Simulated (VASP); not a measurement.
# LiRe3 (Fm-3m) in VASP: single point with PBE

Aim: the single point of LiRe3 with PBE.

Program: VASP 6.6.1. These are calculated values, not measurements. Logs are shortened: lines on timing, memory, paths and dates and some standing lists are left out, and cuts for length are marked.

## Step 1: The crystal as given

The structure is cubic, space group Fm-3m (No. 225). Conventional cell: a = 6.106 Å, b = 6.106 Å, c = 6.106 Å, α = 90.00°, β = 90.00°, γ = 90.00°. Li (site symmetry m-3m) is surrounded by 8 Re at 2.64 Å. Around Re (site symmetry -43m) lie 4 Re at 2.64 Å and 4 Li at 2.64 Å. Re (site symmetry m-3m) has 8 Re at 2.64 Å as nearest neighbours.

The cell comes from a database or a generator and needn't be the stable form of this composition.

## Step 2: Single point, PBE

File INCAR:

```
  ALGO = Fast
  EDIFF = 1E-7
  ENCUT = 520
  GGA = PE
  ISIF = 2
  ISMEAR = -1
  LASPH = T
  LCHARG = F
  LREAL = F
  LWAVE = F
  NBANDS = 20
  NELM = 60
  PREC = Accurate
  SIGMA = 0.01
```

File KPOINTS:

```
k-points
0
Gamma
  5 5 5
```

File POSCAR:

```
LiRe3
1.0
    0.0000000000      3.0529000000      3.0529000000
    3.0529000000      0.0000000000      3.0529000000
    3.0529000000      3.0529000000      0.0000000000
Li Re
1 3
Direct
    0.0000000000      0.0000000000      0.0000000000
    0.7500000000      0.7500000000      0.7500000000
    0.2500000000      0.2500000000      0.2500000000
    0.5000000000      0.5000000000      0.5000000000
```

Potentials or basis: VASP PAW PBE potentials, release 64 (Li_sv, Re).

On the command line:

```console
$ cat potpaw_PBE.64/Li_sv/POTCAR potpaw_PBE.64/Re/POTCAR > POTCAR
$ mpirun -np 1 vasp_std > vasp.out
```

OUTCAR:

```text
EDIFF = 1E-7
   ENCUT = 520
   GGA = PE
   ISIF = 2
   ISMEAR = -1
   LASPH = T
   LREAL = F
   NELM = 60
   PREC = Accurate

 ion  position               nearest neighbor table
   1  0.000  0.000  0.000-   2 2.64   2 2.64   2 2.64   2 2.64   3 2.64   3 2.64   3 2.64   3 2.64

   2  0.750  0.750  0.750-   4 2.64   4 2.64   4 2.64   1 2.64   4 2.64   1 2.64   1 2.64   1 2.64
                             3 3.05   3 3.05   3 3.05   3 3.05   3 3.05   3 3.05
   3  0.250  0.250  0.250-   1 2.64   1 2.64   1 2.64   1 2.64   4 2.64   4 2.64   4 2.64   4 2.64
                             2 3.05   2 3.05   2 3.05   2 3.05   2 3.05   2 3.05
   4  0.500  0.500  0.500-   3 2.64   3 2.64   3 2.64   2 2.64   3 2.64   2 2.64   2 2.64   2 2.64

  LATTYP: Found a face centered cubic cell.
 ALAT       =     6.1058000000

  Lattice vectors:

 A1 = (   0.0000000000,   3.0529000000,   3.0529000000)
 A2 = (   3.0529000000,   0.0000000000,   3.0529000000)
 A3 = (   3.0529000000,   3.0529000000,   0.0000000000)

Analysis of symmetry for initial positions (statically):
=====================================================================
 Subroutine PRICEL returns:
 Original cell was already a primitive cell.

 Routine SETGRP: Setting up the symmetry group for a
 face centered cubic supercell.

 Subroutine GETGRP returns: Found 48 space group operations
 (whereof 48 operations were pure point group operations)
 out of a pool of 48 trial point group operations.

The static configuration has the point symmetry O_h .

Analysis of symmetry for dynamics (positions and initial velocities):
=====================================================================
 Subroutine PRICEL returns:
 Original cell was already a primitive cell.

 Routine SETGRP: Setting up the symmetry group for a
 face centered cubic supercell.

 Subroutine GETGRP returns: Found 48 space group operations
 (whereof 48 operations were pure point group operations)
 out of a pool of 48 trial point group operations.

The dynamic configuration has the point symmetry O_h .

 Subroutine INISYM returns: Found 48 space group operations
 (whereof 48 operations are pure point group operations),
 and found     1 'primitive' translations

----------------------------------------------------------------------------------------

                                     Primitive cell

[... 77 lines left out ...]
   ENCUT  =  520.0 eV  38.22 Ry    6.18 a.u.   8.03  8.03  8.03*2*pi/ulx,y,z
   NELM   =     60;   NELMIN=  2; NELMDL= -5     # of ELM steps
   EDIFF  = 0.1E-06   stopping-criterion for ELM
   LREAL  =      F    real-space projection
   EDIFFG = 0.1E-05   stopping-criterion for IOM
   NSW    =      0    number of steps for IOM
   IBRION =     -1    ionic relax: 0-MD 1-quasi-New 2-CG
   NFREE  =      0    steps in history (QN), initial steepest desc. (CG)
   ISIF   =      2    stress and relaxation
   ISYM   =      2    0-nonsym 1-usesym 2-fastsym
   POTIM  = 0.5000    time-step for ionic-motion
   TEBEG  =    0.0;   TEEND  =   0.0 temperature during run
   PSTRESS=    0.0 pullay stress
   NELECT =      24.0000    total number of electrons
   NUPDOWN=      -1.0000    fix difference up-down
   EMIN   =  10.00;   EMAX   =-10.00  energy-range for DOS
   EFERMI =   0.00;   METHOD = LEGACY
   ISMEAR =    -1;   SIGMA  =   0.01  broadening in eV -4-tet -1-fermi 0-gaus
   EFERMI_NEDOS =   21; number of points for ismear=-14 and -15
   IALGO  =     68    algorithm
   IMIX   =      4    mixing-type and parameters
     AMIX     =   0.40;   BMIX     =  1.00
     AMIX_MAG =   1.60;   BMIX_MAG =  1.00
  volume/ion in A,a.u.               =      14.23        96.01
  Fermi-wavevector in a.u.,A,eV,Ry     =   1.227692  2.320001 20.507068  1.507227
  Thomas-Fermi vector in A             =   2.362645
   LORBIT       =      0    0 simple, 1 ext, 2 COOP (PROOUT), +10 PAW based schemes
   GGA     = PE    functional components
   LHFCALC =     F    Hartree Fock is set to
   AEXX    =    0.0000 exact exchange contribution
   IVDW    =     0    specifies the selected vdW correction
   LEPSILON=     F    determine dielectric tensor
   LRPA    =     F    only Hartree local field effects (RPA)
 non-spin polarized calculation
 RMM-DIIS sequential band-by-band and
  energy-cutoff  :      520.00
  volume of cell :       56.91
 maximum number of plane-waves:      1539
   NGX = 17   NGY = 17   NGZ = 17

 number of electron      23.9999990 magnetization

 Free energy of the ion-electron system (eV)
  ---------------------------------------------------
  ext. energy  EPLUGINS =         0.00000000
  ---------------------------------------------------
  free energy    TOTEN  =       -38.39913179 eV

  energy without entropy =      -38.39786628  energy(sigma->0) =      -38.39849904

 E-fermi :   6.5504     XC(G=0): -12.6361

 val. band max:        6.4423424667   @ k =  -0.2000   0.2000   0.0000
 cond. band min:       6.5575221327   @ k =   0.4000   0.4000   0.0000
 fundamental gap:      0.1151796660
 Fermi energy:         6.5504418341

 k-point     1 :       0.0000    0.0000    0.0000
  band No.  band energies     occupation
      1     -38.2208      2.00000
      2      -2.2216      2.00000
      3       1.5032      2.00000
      4       1.5032      2.00000
      5       2.9637      2.00000
      6       2.9638      2.00000
[... 219 lines left out ...]
     19      10.7039      0.00000
     20      10.8023      0.00000

------------------------ aborting loop because EDIFF is reached ----------------------------------------

  FORCE on cell =-STRESS in cart. coord.  units (eV):
  Direction    XX          YY          ZZ          XY          YZ          ZX
  --------------------------------------------------------------------------------------
  -------------------------------------------------------------------------------------
  Total       -1.2465584     -1.2465584     -1.2465584     -0.0000000     -0.0000000      0.0000000
  in kB      -35.0958266    -35.0958266    -35.0958266     -0.0000000     -0.0000000      0.0000000
  external PRESSURE =     -35.0958266 kB  Pullay stress =       0.0000000 kB

 VOLUME and BASIS-vectors are now :
 -----------------------------------------------------------------------------
  energy-cutoff  :      520.00
  volume of cell :       56.91
      direct lattice vectors                 reciprocal lattice vectors
     0.000000000  3.052900000  3.052900000    -0.163778702  0.163778702  0.163778702
     3.052900000  0.000000000  3.052900000     0.163778702 -0.163778702  0.163778702
     3.052900000  3.052900000  0.000000000     0.163778702  0.163778702 -0.163778702

 POSITION                                       TOTAL-FORCE (eV/Angst)
 -----------------------------------------------------------------------------------
      0.00000      0.00000      0.00000         0.000000      0.000000      0.000000
      4.57935      4.57935      4.57935        -0.000000     -0.000000     -0.000000
      1.52645      1.52645      1.52645         0.000000      0.000000      0.000000
      3.05290      3.05290      3.05290         0.000000      0.000000      0.000000
 -----------------------------------------------------------------------------------
    total drift:                               -0.000000     -0.000000      0.000000

  FREE ENERGIE OF THE ION-ELECTRON SYSTEM (eV)
  ---------------------------------------------------
  free  energy   TOTEN  =       -38.3991317947 eV

  energy  without entropy=      -38.3978662797  energy(sigma->0) =      -38.39849904
```

OSZICAR:

```text
N       E                     dE             d eps       ncg     rms          rms(c)
DAV:   1     0.849570274074E+02    0.84957E+02   -0.10489E+04   780   0.148E+03
DAV:   2    -0.304730176215E+02   -0.11543E+03   -0.10785E+03   772   0.447E+02
DAV:   3    -0.402722238102E+02   -0.97992E+01   -0.81553E+01   724   0.172E+02
[... 33 lines left out ...]
RMM:  37    -0.383991312327E+02   -0.38944E-06   -0.20209E-06   636   0.224E-02    0.150E-03
RMM:  38    -0.383991314022E+02   -0.16950E-06   -0.19430E-06   622   0.201E-02    0.376E-03
RMM:  39    -0.383991316235E+02   -0.22124E-06   -0.14087E-06   606   0.199E-02    0.795E-04
RMM:  40    -0.383991317097E+02   -0.86250E-07   -0.12188E-06   592   0.199E-02    0.132E-03
RMM:  41    -0.383991317947E+02   -0.84946E-07   -0.82000E-07   569   0.152E-02
   1 F= -.38399132E+02 E0= -.38398499E+02  d E =-.126551E-02
```

stdout:

```text
POSCAR found type information on POSCAR LiRe
 POSCAR found :  2 types and       4 ions
 scaLAPACK will be used
 LDA part: xc-table for (Slater+PW92), standard interpolation
 POSCAR, INCAR and KPOINTS ok, starting setup
 FFT: planning ... GRIDC
 FFT: planning ... GRID_SOFT
 FFT: planning ... GRID
 WAVECAR not read
 entering main loop
WARNING in EDDRMM: call to ZHEGV failed, returncode =   6  3      4
WARNING in EDDRMM: call to ZHEGV failed, returncode =   8  4      8
WARNING in EDDRMM: call to ZHEGV failed, returncode =   6  3     11
 num prob RMM:  39    -0.383991316235E+02   -0.22124E-06   -0.14087E-06   606   0.199E-02    0.795E-04
WARNING in EDDRMM: call to ZHEGV failed, returncode =   6  3     13
 num prob RMM:  41    -0.383991317947E+02   -0.84946E-07   -0.82000E-07   569   0.152E-02
```

Run time: 46 s. Hardware: 1 thread of Intel Xeon 6975P-C (Granite Rapids), shared host; peak memory 0.16 GiB.

Results:

```
Free energy            : -38.3991 eV
Band gap on the k mesh : none (metal or under the smearing width)
```

Caveat: the cutoff is under 1.25 times the usual one of these potentials, so pressure, stress and relaxed cells hold a basis-set (Pulay) error.
